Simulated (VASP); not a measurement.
Energy against volume of Al (fcc). Level of theory: SCAN meta-GGA, VASP's PBE PAW potentials (set 64) (plane waves; VASP 6.6.1). Run with 520 eV cut-off, 16×16×16 Γ-centred mesh, first-order Methfessel-Paxton smearing of 0.10 eV, potentials Al.

```
V (Å³/atom)  E (eV/atom)
-----------  -----------
15.539          -7.74434
16.020          -7.74908
16.500          -7.74632
16.981          -7.73739
```

Task: Fit these four points and predict the energy of the run at 15.059 Å³/atom.

Result: A cubic in V^(−2/3), the third-order Birch-Murnaghan form, passes through the four points with V0 = 16.07 Å³/atom and B0 = 82 GPa, and gives -7.7305 eV/atom there. The run gave -7.7309 eV/atom, -0.4 meV/atom from the fit; all five points give B0 = 81 GPa.

The compound is Al in the fcc structure. It was relaxed first.
